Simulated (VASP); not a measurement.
Given:

```xyz
2
Lattice="0.0000 2.7527 2.7527 2.7527 0.0000 2.7527 2.7527 2.7527 0.0000" Properties=species:S:1:pos:R:3 pbc="T T T"
Ag     0.0000     0.0000     0.0000
Cl     2.7527     2.7527     2.7527
```

Calculation: PBE GGA with D3 dispersion (Becke-Johnson damping), VASP's PBE PAW potentials (set 64) (plane waves; VASP). Numerical set-up: 520 eV cut-off, Gaussian smearing of 0.050 eV, potentials Ag Cl.

**Question.** Give the energies of bands 2 to 11 at the high-symmetry points, in eV from the valence-band maximum.

**Answer.** 
```csv
band,Γ,X,U,L,W
2,-2.53,-4.49,-4.37,-5.43,-4.35
3,-2.53,-3.18,-4.33,-4.30,-4.14
4,-2.53,-3.18,-3.92,-4.30,-4.14
5,-2.49,-2.88,-2.39,-2.14,-2.06
6,-2.49,-2.29,-2.08,-2.14,-2.06
7,-2.42,-2.02,-1.90,-1.82,-2.02
8,-2.42,-2.02,-1.70,0.00,-2.01
9,-2.42,-1.92,-1.09,0.00,-1.23
10,0.91,2.35,3.61,4.18,4.23
11,10.85,7.99,7.26,6.66,7.90
```

The gap is indirect, 0.90 eV, from the valence maximum at L to the conduction minimum at Γ.

The compound is AgCl in the rock salt structure. It was relaxed first.
